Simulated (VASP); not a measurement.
A convergence study with VASP on SrO (rock salt): one setting is varied, all else stays as given below, so the limit is that of these other settings. Each run relaxes cell and ions from the cell shown. The basis is that of the starting cell, so low cut-offs carry a Pulay error.

```
SrO
1.0
    0.00000     2.58000     2.58000
    2.58000     0.00000     2.58000
    2.58000     2.58000     0.00000
Sr O
1 1
Cartesian
  0.00000   0.00000   0.00000
  2.58000   2.58000   2.58000
```

Computed with PBE GGA, VASP's PBE PAW potentials (set 64) (plane waves; VASP). The tightest run used: 800 eV cut-off, 8×8×8 Γ-centred mesh, Gaussian smearing of 0.050 eV, potentials Sr_sv O.

Gaps are read on the run's mesh, which can miss a band edge.

Q: The settings run are ENCUT = 250; ENCUT = 300; ENCUT = 350; ENCUT = 400; ENCUT = 450; ENCUT = 500; ENCUT = 550; ENCUT = 600; ENCUT = 650; ENCUT = 700; ENCUT = 750; ENCUT = 800. From which on does the relaxed volume stay within 0.1 Å³/atom of the tightest run?

A: From ENCUT = 500 on: it is off by 0.021 there and by no more than 0.1 in any finer run, while ENCUT = 450 is off by 0.165.
```json
[
 {"setting": "ENCUT = 250", "relaxed volume (Å³/atom)": "13.989", "E (eV/atom)": "-6.6906", "gap on the mesh (eV)": "3.006", "plane waves": "331", "difference judged (Å³/atom)": "3.638"},
 {"setting": "ENCUT = 300", "relaxed volume (Å³/atom)": "15.348", "E (eV/atom)": "-6.2180", "gap on the mesh (eV)": "3.228", "plane waves": "416", "difference judged (Å³/atom)": "2.279"},
 {"setting": "ENCUT = 350", "relaxed volume (Å³/atom)": "16.402", "E (eV/atom)": "-6.0645", "gap on the mesh (eV)": "3.277", "plane waves": "531", "difference judged (Å³/atom)": "1.225"},
 {"setting": "ENCUT = 400", "relaxed volume (Å³/atom)": "17.083", "E (eV/atom)": "-6.0322", "gap on the mesh (eV)": "3.275", "plane waves": "636", "difference judged (Å³/atom)": "0.544"},
 {"setting": "ENCUT = 450", "relaxed volume (Å³/atom)": "17.462", "E (eV/atom)": "-6.0272", "gap on the mesh (eV)": "3.280", "plane waves": "755", "difference judged (Å³/atom)": "0.165"},
 {"setting": "ENCUT = 500", "relaxed volume (Å³/atom)": "17.607", "E (eV/atom)": "-6.0270", "gap on the mesh (eV)": "3.282", "plane waves": "893", "difference judged (Å³/atom)": "0.021"},
 {"setting": "ENCUT = 550", "relaxed volume (Å³/atom)": "17.629", "E (eV/atom)": "-6.0274", "gap on the mesh (eV)": "3.283", "plane waves": "1036", "difference judged (Å³/atom)": "0.002"},
 {"setting": "ENCUT = 600", "relaxed volume (Å³/atom)": "17.614", "E (eV/atom)": "-6.0279", "gap on the mesh (eV)": "3.283", "plane waves": "1162", "difference judged (Å³/atom)": "0.013"},
 {"setting": "ENCUT = 650", "relaxed volume (Å³/atom)": "17.602", "E (eV/atom)": "-6.0285", "gap on the mesh (eV)": "3.284", "plane waves": "1308", "difference judged (Å³/atom)": "0.025"},
 {"setting": "ENCUT = 700", "relaxed volume (Å³/atom)": "17.604", "E (eV/atom)": "-6.0292", "gap on the mesh (eV)": "3.285", "plane waves": "1459", "difference judged (Å³/atom)": "0.023"},
 {"setting": "ENCUT = 750", "relaxed volume (Å³/atom)": "17.615", "E (eV/atom)": "-6.0297", "gap on the mesh (eV)": "3.285", "plane waves": "1639", "difference judged (Å³/atom)": "0.012"},
 {"setting": "ENCUT = 800", "relaxed volume (Å³/atom)": "17.627", "E (eV/atom)": "-6.0302", "gap on the mesh (eV)": "3.286", "plane waves": "1807", "difference judged (Å³/atom)": "0.000"}
]
```

Left out are rungs that failed or repeat a setting and relaxations that didn't move; long series are thinned to 24 rows.

The compound is SrO in the rock salt structure.
